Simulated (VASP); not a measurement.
Data:

```
CELL_PARAMETERS angstrom
      1.66739    -2.88800     0.00000
      1.66739     2.88800     0.00000
      0.00000     0.00000    13.20010
ATOMIC_POSITIONS crystal
  W  0.33333 0.66667 0.25000
  W  0.66667 0.33333 0.75000
  Se 0.33333 0.66667 0.87912
  Se 0.66667 0.33333 0.37912
  Se 0.66667 0.33333 0.12088
  Se 0.33333 0.66667 0.62088
```

These are rev-vdW-DF2, VASP's PBE PAW potentials (set 64) (plane waves; VASP) values and carry that method's errors. Numerical set-up: 520 eV cut-off, 8×8×2 Γ-centred mesh, Gaussian smearing of 0.050 eV, potentials W_sv Se.

**Question.** The ions and cell shape at fixed volume are relaxed. What does this cell relax into?

**Answer.** 
```
CELL_PARAMETERS angstrom
      1.65668    -2.86946     0.00000
      1.65668     2.86946     0.00000
      0.00000     0.00000    13.37121
ATOMIC_POSITIONS crystal
  W  0.33333 0.66667 0.25000
  W  0.66667 0.33333 0.75000
  Se 0.33333 0.66667 0.87602
  Se 0.66667 0.33333 0.37602
  Se 0.66667 0.33333 0.12398
  Se 0.33333 0.66667 0.62398
```
Space group P6_3/mmc (194), at a tolerance of 0.03 Å.

**Question.** How much energy does the relaxation gain?

**Answer.** The energy (σ→0) changes by -5.7 meV/atom, in 5 ionic steps.

```csv
step,E(σ→0) (eV),max force (eV/Å),pressure (GPa),volume (Å³)
1,-32.4026,0.458,-3.74,127.13
2,-32.4239,0.048,-2.00,127.13
3,-32.4239,0.046,-2.00,127.13
4,-32.4328,0.022,-1.50,127.13
5,-32.4369,0.008,-0.85,127.13
```

The compound is WSe2 in the 2H layered structure. This cell is one point of a volume scan, at 1.03 of the reference volume. Symmetry was kept, so distortions that lower it aren't found.
